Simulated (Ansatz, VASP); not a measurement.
RbTaAs2 in VASP and in Ansatz

```
CELL_PARAMETERS angstrom
3.33078 0.00000 0.00000
0.00000 3.33078 0.00000
0.00000 0.00000 8.29041
ATOMIC_POSITIONS crystal
Rb 0.00000 0.00000 0.00000
Ta 0.00000 0.00000 0.50000
As 0.50000 0.50000 0.32067
As 0.50000 0.50000 0.67933
```

Alike in both runs: task relaxation of cell and atoms; functional PBE; k mesh 6 × 6 × 2; occupations gaussian, width 0.1 eV; no spin polarisation.

|  | VASP | Ansatz |
| --- | --- | --- |
| version | VASP 6.6.1 | Ansatz 0.2.0 |
| potentials or method | VASP PAW PBE potentials, release 64 (Rb_sv, Ta_pv, As) | scalar-relativistic, plane waves, PAW |
| plane-wave cutoff (eV) | 600 | 420 |
| valence electrons in the cell | 30 | 52 |

|  | VASP | Ansatz | Ansatz less VASP |
| --- | --- | --- | --- |
| gap on the k mesh at the Fermi level, each at its own relaxed structure (eV) | none | none | - |
| relaxed volume (Å³/atom) | 22.82 | 22.73 | -0.093 |
| relaxed cell length with the largest relative difference (Å) | 8.521 | 8.496 | -0.0249 |
| energy change over the relaxation (meV/atom) | -9 | -9 | 0.0 |

A gap of «none» marks a metal or a gap that the smearing closes. The two sets of potentials don't hold the same shells in valence.

Caveats: the k mesh is coarse (spacing up to 0.38 Å⁻¹), so the values aren't converged. The runs have no spin-orbit coupling, so splittings on Ta are missing.
